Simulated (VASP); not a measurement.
A run of VASP 6.6.1:

Contents of INCAR:

```
SYSTEM = Be4CN
PREC = Accurate ; ENCUT = 520
EDIFF = 1E-7 ; ISMEAR = -1
SIGMA = 0.05 ; LREAL = .FALSE.
LASPH = .TRUE. ; NELM = 80
ALGO = Normal ; ISIF = 2
LWAVE = .FALSE. ; LCHARG = .TRUE.
GGA = PE ; LELF = .TRUE.
LVHAR = .TRUE. ; NBANDS = 18
```

The input KPOINTS:

```
regular mesh
0
G
  7 7 8
  0 0 0
```

File POSCAR:

```
Be4CN
1.0
    4.2746090000      0.0000000000      0.0000000000
   -2.1373045000      3.7019199900      0.0000000000
    0.0000000000      0.0000000000      3.3275380600
Be C N
4 1 1
Direct
    0.6666666700      0.3333333300      0.0000000000
    0.5010500000      0.0021000000      0.5000000000
    0.9979000000      0.4989500000      0.5000000000
    0.5010500000      0.4989500000      0.5000000000
    0.0000000000      0.0000000000      0.0000000000
    0.3333333300      0.6666666700      0.0000000000
```

Potentials or basis: VASP PAW PBE potentials, release 64 (Be, C, N).

The run is started by

```console
$ cat potpaw_PBE.64/Be/POTCAR potpaw_PBE.64/C/POTCAR potpaw_PBE.64/N/POTCAR > POTCAR
$ mpirun -np 1 vasp_std > vasp.out
```

Hardware: 1 thread of Intel(R) Xeon(R) Platinum 8259CL CPU @ 2.50GHz (Skylake/Cascade Lake), with other jobs on the host.

Task: Estimate the wall time of this run.

Result: Wall time 29 s on 1 thread of Intel(R) Xeon(R) Platinum 8259CL CPU @ 2.50GHz (Skylake/Cascade Lake), on a shared host, peak memory 0.18 GiB. Counts: scf iterations 14, k points 40.
